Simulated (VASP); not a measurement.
Given:

```
CELL_PARAMETERS angstrom
      3.42354    -5.93652     0.02384
      1.71470     2.96996     0.00000
      0.01917    -0.01107     5.54516
ATOMIC_POSITIONS crystal
  Zn 0.33451 0.33451 0.45479
  Zn 0.13403 0.63404 0.02227
  Zn 0.83115 0.33115 0.51485
  Zn 0.69741 0.69741 0.01838
  S  0.33896 0.33896 0.87200
  O  0.15556 0.65556 0.37988
  O  0.82940 0.32939 0.88286
  O  0.67899 0.67899 0.38296
```

Computed with PBE GGA, VASP's PBE PAW potentials (set 64) (plane waves; VASP). Numerical set-up: 500 eV cut-off, Gaussian smearing of 0.050 eV, potentials Zn S O.

**Question.** Give the energies of bands 26 to 39 at the high-symmetry points, in eV from the valence-band maximum.

**Answer.** 
| band | Γ | Z | D | B | A | E | C2 | Y2 |
|---|---|---|---|---|---|---|---|---|
| 26 | -4.76 | -4.64 | -4.71 | -4.86 | -3.65 | -4.76 | -4.46 | -4.65 |
| 27 | -4.06 | -4.03 | -4.23 | -3.40 | -3.58 | -4.72 | -4.25 | -3.29 |
| 28 | -3.54 | -3.96 | -4.00 | -3.21 | -3.08 | -4.57 | -4.13 | -3.03 |
| 29 | -2.91 | -3.61 | -3.69 | -2.76 | -2.32 | -2.49 | -3.10 | -2.40 |
| 30 | -2.09 | -3.51 | -3.40 | -2.48 | -2.19 | -2.43 | -2.96 | -2.22 |
| 31 | -1.81 | -3.39 | -2.89 | -2.34 | -2.01 | -2.30 | -2.79 | -2.11 |
| 32 | -1.61 | -3.16 | -2.79 | -2.08 | -1.94 | -2.28 | -2.58 | -1.89 |
| 33 | -1.37 | -2.13 | -2.14 | -1.40 | -1.93 | -2.27 | -2.28 | -1.44 |
| 34 | -0.81 | -1.99 | -1.96 | -1.38 | -1.83 | -1.92 | -2.11 | -1.42 |
| 35 | -0.62 | -1.97 | -1.53 | -1.03 | -1.62 | -1.42 | -2.01 | -0.72 |
| 36 | 0.00 | -1.71 | -1.16 | -0.13 | -0.28 | -1.33 | -1.16 | -0.12 |
| 37 | 0.14 | 4.41 | 3.80 | 2.32 | 2.97 | 3.49 | 4.16 | 2.50 |
| 38 | 2.99 | 4.80 | 4.19 | 2.56 | 3.63 | 3.96 | 5.04 | 2.57 |
| 39 | 4.99 | 5.29 | 5.25 | 5.24 | 4.23 | 3.97 | 5.36 | 3.84 |

The gap is direct, 0.15 eV, from the valence maximum at Γ to the conduction minimum at Γ.

The structure was generated: Zn4O3S was put into an ordered model structure (Pm), which need not be its known phase. It was relaxed first.
